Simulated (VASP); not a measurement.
# CaMn2Bi2 (P-3m1) in VASP: a series of runs

Runs on CaMn2Bi2. Level: PBE. Tasks: single point.

Program: VASP 6.6.1. These are calculated values, not measurements. Logs are shortened: lines on timing, memory, paths and dates and some standing lists are left out, and cuts for length are marked.

## 1. The structure

The structure is trigonal, space group P-3m1 (No. 164). The conventional cell has a = 4.626 Å, b = 4.626 Å, c = 7.729 Å, α = 90.00°, β = 90.00°, γ = 120.00°. Ca (site symmetry -3m) has 6 Bi at 3.29 Å as nearest neighbours. Around Mn (site symmetry 3m) lie 4 Bi at 2.86 to 2.87 Å and 3 Mn at 3.26 Å. Bi (site symmetry 3m) has 4 Mn at 2.86 to 2.87 Å as nearest neighbours.

The cell is a database's computed one.

## 2. Single point, PBE, collinear spin, typed start

INCAR reads:

```
PREC     = Accurate       # precision mode
ENCUT    = 520            # plane-wave cutoff, eV
EDIFF    = 1E-6           # SCF threshold, eV
ISMEAR   = 0              # smearing method
SIGMA    = 0.1            # smearing width, eV
LREAL    = False          # projectors in reciprocal space
LASPH    = True           # aspherical terms in the spheres
NELM     = 150            # most SCF steps
ALGO     = Normal         # electronic algorithm
ISIF     = 2              # what is computed and relaxed
LWAVE    = False          # write WAVECAR
LCHARG   = True           # write CHGCAR
ISPIN    = 2              # spin polarisation
MAGMOM   = 0 4 4 0 0      # initial moments
LORBIT   = 11             # projections on sites
LMAXMIX  = 4              # l up to which the mixer works
GGA      = PE             # functional
LELF     = True           # ELF
LVHAR    = True         
NBANDS   = 45             # bands
```

KPOINTS reads:

```
Automatic mesh
0
Gamma
  6 6 2
```

POSCAR reads:

```
CaMn2Bi2
1.0
    4.6263818529      0.0000000000      0.0000000000
   -2.3131909265      4.0065642123      0.0000000000
    0.0000000000      0.0000000000      7.7287920000
Ca Mn Bi
1 2 2
Direct
    0.0000000000      0.0000000000      0.0000000000
    0.6666666700      0.3333333300      0.6207350000
    0.3333333300      0.6666666700      0.3792650000
    0.6666666700      0.3333333300      0.2488090000
    0.3333333300      0.6666666700      0.7511910000
```

Potentials or basis: VASP PAW PBE potentials, release 64 (Ca_sv, Mn_pv, Bi_d).

Started as:

```
> cat potpaw_PBE.64/Ca_sv/POTCAR potpaw_PBE.64/Mn_pv/POTCAR potpaw_PBE.64/Bi_d/POTCAR > POTCAR
> mpirun -np 1 vasp_std > vasp.out
```

OUTCAR:

```text
PREC = Accurate
   ENCUT = 520
   EDIFF = 1E-6
   ISMEAR = 0
   LREAL = False
   LASPH = True
   NELM = 150
   ISIF = 2
   ISPIN = 2
   LORBIT = 11
   GGA = PE

 ion  position               nearest neighbor table
   1  0.000  0.000  0.000-   4 3.29   5 3.29   4 3.29   5 3.29   4 3.29   5 3.29
   2  0.667  0.333  0.621-   5 2.86   5 2.86   5 2.86   4 2.87
   3  0.333  0.667  0.379-   4 2.86   4 2.86   4 2.86   5 2.87
   4  0.667  0.333  0.249-   3 2.86   3 2.86   3 2.86   2 2.87   1 3.29   1 3.29   1 3.29
   5  0.333  0.667  0.751-   2 2.86   2 2.86   2 2.86   3 2.87   1 3.29   1 3.29   1 3.29

  LATTYP: Found a hexagonal cell.
 ALAT       =     4.6263818529
 C/A-ratio  =     1.6705910246

  Lattice vectors:

 A1 = (   4.6263818529,   0.0000000000,   0.0000000000)
 A2 = (  -2.3131909265,   4.0065642123,   0.0000000000)
 A3 = (   0.0000000000,   0.0000000000,   7.7287920000)

Analysis of symmetry for initial positions (statically):
=====================================================================
 Subroutine PRICEL returns:
 Original cell was already a primitive cell.

 Routine SETGRP: Setting up the symmetry group for a
 hexagonal supercell.

 Subroutine GETGRP returns: Found 12 space group operations
 (whereof 12 operations were pure point group operations)
 out of a pool of 24 trial point group operations.

The static configuration has the point symmetry D_3d.

Analysis of symmetry for dynamics (positions and initial velocities):
=====================================================================
 Subroutine PRICEL returns:
 Original cell was already a primitive cell.

 Routine SETGRP: Setting up the symmetry group for a
 hexagonal supercell.

 Subroutine GETGRP returns: Found 12 space group operations
 (whereof 12 operations were pure point group operations)
 out of a pool of 24 trial point group operations.

The dynamic configuration has the point symmetry D_3d.

Analysis of structural, dynamic, and magnetic symmetry:
=====================================================================
 Subroutine PRICEL returns:
 Original cell was already a primitive cell.

 Routine SETGRP: Setting up the symmetry group for a
 hexagonal supercell.

 Subroutine GETGRP returns: Found 12 space group operations
 (whereof 12 operations were pure point group operations)
 out of a pool of 24 trial point group operations.

The overall configuration has the point symmetry D_3d.

[... 122 lines left out ...]
   LEPSILON=     F    determine dielectric tensor
   LRPA    =     F    only Hartree local field effects (RPA)
 spin polarized calculation
 Gauss-broadening in eV      SIGMA  =   0.10
  energy-cutoff  :      520.00
  volume of cell :      143.26
 maximum number of plane-waves:      3892
 NGX is ok and might be reduce to    36
   NGX = 17   NGY = 17   NGZ = 29

 number of electron      66.0000040 magnetization       9.0721560

 Free energy of the ion-electron system (eV)
  ---------------------------------------------------
  ext. energy  EPLUGINS =         0.00000000
  ---------------------------------------------------
  free energy    TOTEN  =       -27.56126695 eV

  energy without entropy =      -27.54204267  energy(sigma->0) =      -27.55165481

 E-fermi :   5.2451     XC(G=0):  -9.4689

 val. band max:        5.2310486074   @ k =   0.5000  -0.0000   0.5000
 cond. band min:       5.2704341233   @ k =   0.3333  -0.0000   0.0000
 fundamental gap:      0.0393855159
 Fermi energy:         5.2451008912

 spin component 1

 k-point     1 :       0.0000    0.0000    0.0000
  band No.  band energies     occupation
      1     -45.3231      1.00000
      2     -45.3231      1.00000
      3     -45.3150      1.00000
      4     -45.3150      1.00000
      5     -45.2881      1.00000
      6     -45.2805      1.00000
[... 661 lines left out ...]
     44       9.1844      0.00000
     45       9.1847      0.00000
 Fermi energy:         5.2451008912

 spin component 2

 k-point     1 :       0.0000    0.0000    0.0000
  band No.  band energies     occupation
      1     -41.0120      1.00000
      2     -41.0116      1.00000
      3     -41.0116      1.00000
      4     -41.0027      1.00000
      5     -41.0016      1.00000
      6     -41.0016      1.00000
[... 661 lines left out ...]
     44       9.4303      0.00000
     45       9.4303      0.00000

------------------------ aborting loop because EDIFF is reached ----------------------------------------

  FORCE on cell =-STRESS in cart. coord.  units (eV):
  Direction    XX          YY          ZZ          XY          YZ          ZX
  --------------------------------------------------------------------------------------
  -------------------------------------------------------------------------------------
  Total       -0.4431823     -0.4431823     -0.0139393      0.0000000      0.0000000      0.0000000
  in kB       -4.9564162     -4.9564162     -0.1558925      0.0000000      0.0000000      0.0000000
  external PRESSURE =      -3.3562416 kB  Pullay stress =       0.0000000 kB

 VOLUME and BASIS-vectors are now :
 -----------------------------------------------------------------------------
  energy-cutoff  :      520.00
  volume of cell :      143.26
      direct lattice vectors                 reciprocal lattice vectors
     4.626381853  0.000000000  0.000000000     0.216151635  0.124795204  0.000000000
    -2.313190926  4.006564212  0.000000000     0.000000000  0.249590409  0.000000000
     0.000000000  0.000000000  7.728792000     0.000000000  0.000000000  0.129386326

 POSITION                                       TOTAL-FORCE (eV/Angst)
 -----------------------------------------------------------------------------------
      0.00000      0.00000      0.00000        -0.000000      0.000000      0.000000
      2.31319      1.33552      4.79753         0.000000      0.000000     -0.022765
     -0.00000      2.67104      2.93126        -0.000000      0.000000      0.022765
      2.31319      1.33552      1.92299         0.000000     -0.000000      0.036871
     -0.00000      2.67104      5.80580        -0.000000      0.000000     -0.036871
 -----------------------------------------------------------------------------------
    total drift:                               -0.000000      0.000000     -0.000000

  FREE ENERGIE OF THE ION-ELECTRON SYSTEM (eV)
  ---------------------------------------------------
  free  energy   TOTEN  =       -27.5612669474 eV

  energy  without entropy=      -27.5420426652  energy(sigma->0) =      -27.55165481

 total charge

# of ion       s       p       d       tot
------------------------------------------
    1        2.037   5.837   0.238   8.112
    2        0.265   6.165   4.928  11.358
    3        0.265   6.165   4.928  11.358
    4        1.434   1.685   9.892  13.010
    5        1.434   1.685   9.892  13.010
--------------------------------------------------
tot          5.434  21.537  29.876  56.847

 magnetization (x)

# of ion       s       p       d       tot
------------------------------------------
    1        0.006   0.001   0.041   0.047
    2        0.049   0.043   4.001   4.094
    3        0.049   0.043   4.001   4.094
    4        0.008  -0.052   0.015  -0.030
    5        0.008  -0.052   0.015  -0.030
--------------------------------------------------
tot          0.119  -0.017   8.073   8.176
```

Wall time 3.2 min (1 thread of Intel Xeon Platinum 8488C (Sapphire Rapids), shared host); peak memory 0.4 GiB.

Results:

```yaml
Free_energy: -27.5613 eV
Pressure: -0.3 GPa
Largest_force: 0.037 eV/Å
Band_gap_on_the_k_mesh: none (metal or under the smearing width)
Net_moment: 9.07 μB per cell
Site_moments: Ca +0.05; Mn +4.09; Bi -0.03 μB
Valence_electrons_inside_the_program's_atomic_spheres: Ca 8.11; Mn 11.36; Bi 13.01
```

Forces in eV/Å, atoms in the order of the input:
```
Ca   0.000  0.000  0.000
Mn   0.000  0.000 -0.023
Mn   0.000  0.000  0.023
Bi   0.000  0.000  0.037
Bi   0.000  0.000 -0.037
```

Stress tensor (GPa, compression positive):
```
-0.50  0.00  0.00
 0.00 -0.50  0.00
 0.00  0.00 -0.02
```

Levels at points of the mesh, in eV from the Fermi level:
Spin up:
| k point | band 34 | band 35 | band 36 | band 37 | band 38 | band 39 | band 40 | band 41 | band 42 | band 43 |
| --- | --- | --- | --- | --- | --- | --- | --- | --- | --- | --- |
| (0.00, 0.00, 0.00) | -0.33 | -0.33 | 0.55 | 0.64 | 1.14 | 1.14 | 1.57 | 2.01 | 2.40 | 2.40 |
| (0.50, 0.00, 0.00) | -2.33 | -2.11 | -1.53 | -1.47 | -0.24 | 1.34 | 2.44 | 2.73 | 3.34 | 3.35 |
| (0.00, 0.00, 0.50) | -1.08 | 0.07 | 0.07 | 0.39 | 0.39 | 1.20 | 1.75 | 2.42 | 2.42 | 3.30 |
| (0.50, 0.00, 0.50) | -2.43 | -1.81 | -1.57 | -0.36 | -0.13 | 1.41 | 1.75 | 1.93 | 2.69 | 3.16 |
Spin down:
| k point | band 25 | band 26 | band 27 | band 28 | band 29 | band 30 | band 31 | band 32 |
| --- | --- | --- | --- | --- | --- | --- | --- | --- |
| (0.00, 0.00, 0.00) | -1.63 | -1.43 | -1.43 | -1.41 | 0.22 | 0.22 | 0.95 | 1.12 |
| (0.50, 0.00, 0.00) | -2.58 | -2.16 | -1.70 | -1.69 | -0.16 | 0.15 | 0.32 | 0.71 |
| (0.00, 0.00, 0.50) | -1.73 | -1.73 | -1.30 | -1.30 | 0.36 | 0.36 | 0.92 | 0.96 |
| (0.50, 0.00, 0.50) | -1.90 | -1.88 | -1.72 | -1.68 | -0.01 | 0.14 | 0.28 | 0.48 |

Caveat: the k mesh is coarse (spacing up to 0.41 Å⁻¹), so the values aren't converged; spin-orbit coupling is left out, which moves the levels of the heavy elements.

## 3. Single point, PBE, collinear spin, typed start

INCAR reads:

```
SYSTEM = CaMn2Bi2
ALGO = Normal ; EDIFF = 1E-6
ENCUT = 520 ; GGA = PE
ISIF = 2 ; ISMEAR = 1
ISPIN = 2 ; LASPH = .TRUE.
LCHARG = .FALSE. ; LMAXMIX = 4
LORBIT = 11 ; LREAL = .FALSE.
LWAVE = .FALSE. ; MAGMOM = 0 4.58 4.58 0 0
NBANDS = 45 ; NELM = 150
PREC = Accurate ; SIGMA = 0.4
```

KPOINTS reads:

```
k-points
0
G
  3 3 1
  0 0 0
```

POSCAR reads:

```
CaMn2Bi2
1.0
    4.6263818529      0.0000000000      0.0000000000
   -2.3131909265      4.0065642122      0.0000000000
    0.0000000000      0.0000000000      7.7287920000
Ca Mn Bi
1 2 2
Direct
    0.0000000000      0.0000000000      0.0000000000
    0.6666666667      0.3333333333      0.6207350000
    0.3333333333      0.6666666667      0.3792650000
    0.6666666667      0.3333333333      0.2488090000
    0.3333333333      0.6666666667      0.7511910000
```

Potentials or basis: VASP PAW PBE potentials, release 64 (Ca_sv, Mn_pv, Bi_d).

Started as:

```
> cat potpaw_PBE.64/Ca_sv/POTCAR potpaw_PBE.64/Mn_pv/POTCAR potpaw_PBE.64/Bi_d/POTCAR > POTCAR
> mpirun -np 1 vasp_std > vasp.out
```

It took 62 s on 1 thread of Intel Xeon Platinum 8488C (Sapphire Rapids), shared host; peak memory 0.32 GiB.

The run converged. Its results:

```
Free energy                                           : -27.7384 eV
Pressure                                              : -1.4 GPa
Largest force                                         : 0.131 eV/Å
Band gap on the k mesh                                : none (metal or under the smearing width)
Net moment                                            : 8.78 μB per cell
Site moments                                          : Ca +0.05; Mn +4.01; Bi -0.05 μB
Valence electrons inside the program's atomic spheres : Ca 8.12; Mn 11.37; Bi 13.00
```

Forces in eV/Å, atoms in the order of the input:
```
Ca   0.000  0.000  0.000
Mn   0.000  0.000 -0.131
Mn   0.000  0.000  0.131
Bi   0.000  0.000  0.089
Bi   0.000  0.000 -0.089
```

Stress tensor (GPa, compression positive):
```
-0.13  0.00  0.00
 0.00 -0.13  0.00
 0.00  0.00 -3.81
```

Levels at points of the mesh, in eV from the Fermi level:
Spin up:
```csv
k point,band 35,band 36,band 37,band 38,band 39,band 40,band 41,band 42
"(0.00, 0.00, 0.00)",-0.32,0.56,0.64,1.13,1.13,1.60,2.01,2.40
```
Spin down:
| k point | band 24 | band 25 | band 26 | band 27 | band 28 | band 29 | band 30 | band 31 | band 32 | band 33 |
| --- | --- | --- | --- | --- | --- | --- | --- | --- | --- | --- |
| (0.00, 0.00, 0.00) | -1.66 | -1.66 | -1.45 | -1.45 | -1.39 | 0.21 | 0.21 | 0.99 | 1.12 | 1.12 |

Caveat: the k mesh is coarse (spacing up to 0.81 Å⁻¹), so the values aren't converged; spin-orbit coupling is left out, which moves the levels of the heavy elements.
